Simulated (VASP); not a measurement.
Method: PBE GGA, VASP's PBE PAW potentials (set 64) (plane waves; VASP).

Input for VASP

POSCAR:
```
NiSi2
1.0
  0.0000000000   2.6938394652   2.6938394652
  2.6938394652   0.0000000000   2.6938394652
  2.6938394652   2.6938394652   0.0000000000
Si Ni
2 1
Direct
  0.2500000000   0.2500000000   0.2500000000
  0.7500000000   0.7500000000   0.7500000000
  0.0000000000   0.0000000000   0.0000000000
```

**INCAR**
```
ALGO  =  Normal
EDIFF  =  1E-6
EDIFFG  =  -0.02
ENCUT  =  500
GGA  =  PE
IBRION  =  2
ISIF  =  3
ISMEAR  =  1
LASPH  =  .TRUE.
LCHARG  =  .FALSE.
LMAXMIX  =  4
LREAL  =  .FALSE.
LWAVE  =  .FALSE.
NELM  =  100
NSW  =  40
PREC  =  Accurate
PSTRESS  =  100
SIGMA  =  0.1
SYSTEM  =  NiSi2
```

### KPOINTS
```
Automatic mesh
0
Gamma
10 10 10
0 0 0
```

POTCAR, in this order: Si Ni (PBE.64 set). Program: vasp_std.

Energy and stress use the plane-wave basis of the starting cell.

Task: Estimate the energy per atom (σ→0), volume per atom, band gap (on the k-mesh).

Result: 
```json
{
 "energy per atom (σ→0)": "-5.767 eV/atom",
 "band gap (on the k-mesh)": "none (metal, semimetal or under 0.01 eV)",
 "volume_per_atom": "12.68 Å³/atom"
}
```

### OSZICAR
```
...
DAV:   2    -0.181493894257E+02   -0.53244E+00   -0.60971E+00  1584   0.684E+01    0.825E+00
DAV:   3    -0.173150428205E+02    0.83435E+00   -0.31830E+00  1398   0.442E+01    0.134E+00
DAV:   4    -0.173046026081E+02    0.10440E-01   -0.84889E-02  1451   0.466E+00    0.516E-01
DAV:   5    -0.173020651278E+02    0.25375E-02   -0.40747E-03  1938   0.106E+00    0.150E-01
DAV:   6    -0.173019158508E+02    0.14928E-03   -0.25220E-04  1810   0.226E-01    0.494E-02
DAV:   7    -0.173019183436E+02   -0.24927E-05   -0.19726E-05  1900   0.801E-02    0.994E-03
DAV:   8    -0.173019182461E+02    0.97427E-07   -0.22365E-06  1023   0.291E-02
   3 F= -.14927025E+02 E0= -.14926517E+02  d E =-.169214E-01
```

The compound is NiSi2 in the fluorite structure. This run relaxes it under an external pressure of 10 GPa. Symmetry was kept, so distortions that lower it aren't found. The run is not spin-polarised, so no magnetic state was tried.
